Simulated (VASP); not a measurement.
Set up this calculation in VASP 6.6.1, as the native input.

```
Task                   : Born charges and dielectric tensor
Functional             : PBE
Potentials or basis    : VASP PAW PBE potentials, release 64 (In_d, Te, O)
Cutoff                 : 520 eV
k mesh                 : 6 × 6 × 4
Occupations            : gaussian, width 0.02 eV
Spin                   : no spin polarisation
Further INCAR settings : ALGO = Fast; EDIFF = 1e-08
```

The structure of In2Te2O lies in POSCAR:

```
In2Te2O
1.0
    4.4337180000      0.0000000000      0.0000000000
   -2.2168590000      3.8397130000      0.0000000000
    0.0000000000      0.0000000000     10.3929400000
In Te O
2 2 1
Direct
    0.0000000000      0.0000000000      0.8101560000
    0.0000000000      0.0000000000      0.1898440000
    0.3333330000      0.6666670000      0.3149000000
    0.6666670000      0.3333330000      0.6851000000
    0.0000000000      0.0000000000      0.0000000000
```

The cell was built by a generator and needn't be a form met in nature.

The input as run:

INCAR

```
SYSTEM = In2Te2O
PREC = Accurate
ENCUT = 520
EDIFF = 1E-8
ISMEAR = 0
SIGMA = 0.02
LREAL = .False.
LASPH = .True.
NELM = 100
ALGO = Fast
ISIF = 2
LWAVE = .False.
LCHARG = .False.
GGA = PE
LEPSILON = .True.
KPAR = 4
```

KPOINTS

```
Automatic mesh
0
Gamma
  6 6 4
  0 0 0
```

Potentials or basis: VASP PAW PBE potentials, release 64 (In_d, Te, O).

The run is started by

```console
$ cat potpaw_PBE.64/In_d/POTCAR potpaw_PBE.64/Te/POTCAR potpaw_PBE.64/O/POTCAR > POTCAR
$ mpirun -np 4 vasp_std > vasp.out
```

It gave:

The band gap on the k mesh is 1.04 eV, direct, the electronic dielectric tensor (diagonal) is 10.11, 10.11, 4.94 and the born charges (mean of the diagonal) is In +3.08; Te -2.06; O -2.04 e.

Caveat: spin-orbit coupling is left out, which moves the levels of the heavy elements.

Run time: 13 min on 4 MPI ranks on Intel(R) Xeon(R) Platinum 8259CL CPU @ 2.50GHz (Skylake/Cascade Lake), with other jobs on the host, peak memory 0.73 GiB a rank.
